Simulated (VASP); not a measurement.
Method: PBE GGA with D4 dispersion, VASP's PBE PAW potentials (set 64) (plane waves; VASP).

A VASP calculation is set up with these files.

**POSCAR**
```
Bi
1
    4.0885782991    -2.2659239523    -0.0201413964
    4.0885782991     2.2659239523    -0.0201413964
    2.8511318357     0.0000000000     3.7043672627
Bi
2
Direct
  0.2372436458   0.2372436458   0.2372436458
  0.7627563542   0.7627563542   0.7627563542
```

**INCAR**
```
# general
SYSTEM  = Bi
PREC    = Accurate
ENCUT   = 520
LREAL   = .FALSE.
LASPH   = .TRUE.

# electronic loop
EDIFF   = 1E-6
NELM    = 100
ALGO    = Normal
LMAXMIX = 4

# smearing
ISMEAR  = 1
SIGMA   = 0.1

# functional
GGA     = PE
IVDW    = 13

# ions
IBRION  = 2
NSW     = 60
ISIF    = 3
EDIFFG  = -0.01

# output
LWAVE   = .FALSE.
LCHARG  = .FALSE.
```

File KPOINTS:
```
Automatic mesh
0
Gamma
9 9 9
0 0 0
```

POTCAR, in this order: Bi_d (PBE.64 set). Program: vasp_std.

Q: What will the output report for the number of irreducible k-points (NKPTS), largest plane-wave count, number of space-group operations, FFT grid (NGX, NGY, NGZ)?

A: 
```
Item                                           Value
--------------------------------------  ------------
number of irreducible k-points (NKPTS)            85
largest plane-wave count                        1877
number of space-group operations                  12
FFT grid (NGX, NGY, NGZ)                36 × 36 × 36
```

The compound is Bi in the a7 structure. It was relaxed first. The start is the result of an earlier pass.
